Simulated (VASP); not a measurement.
Data:

```xyz
3
Lattice="0.0000 2.8131 2.8131 2.8131 0.0000 2.8131 2.8131 2.8131 0.0000" Properties=species:S:1:pos:R:3 pbc="T T T"
Li     1.4065     1.4065     1.4065
Li     4.2196     4.2196     4.2196
S      0.0000     0.0000     0.0000
```

All values below come from PBE GGA with D3 dispersion (Becke-Johnson damping), VASP's PBE PAW potentials (set 64) (plane waves; VASP). Run with 520 eV cut-off, 7×7×7 Γ-centred mesh, Gaussian smearing of 0.050 eV, potentials Li_sv S.

### Question
The job: Li2S (antifluorite), 3 atoms, PBE-D3(BJ), static run, 520 eV, 7×7×7 Γ-centred mesh. Roughly how much core time does it take on a busy server core?

### Answer
About 20 core-seconds (one run on a shared machine, a rough figure). It had 20 irreducible k-points, 10 bands, up to 1243 plane waves and 15 electronic steps.

The compound is Li2S in the antifluorite structure. This cell is one point of a volume scan, at 1.03 of the reference volume.
